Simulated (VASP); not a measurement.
Data:

```yaml
crystal:
  lattice:
    - [0.00000, 3.12002, 3.12002]
    - [3.12002, 0.00000, 3.12002]
    - [3.12002, 3.12002, 0.00000]
  atoms:
    - { symbol: Pb, position: [0.00000, 0.00000, 0.00000] }
    - { symbol: Se, position: [0.50000, 0.50000, 0.50000] }
```

Calculation: vdW-DF-cx, VASP's PBE PAW potentials (set 64) (plane waves; VASP 6.6.1). Settings: 520 eV cut-off, 8×8×8 Γ-centred mesh, Gaussian smearing of 0.050 eV, potentials Pb_d Se.

Problem. Give the stress tensor in GPa (positive for a compressed cell).

Solution. 
```
-2.68   0.00   0.00
 0.00  -2.68   0.00
 0.00   0.00  -2.68
```
The pressure is its mean diagonal, -2.68 GPa.

The compound is PbSe in the rock salt structure. This cell is one point of a volume scan, at 1.06 of the reference volume.
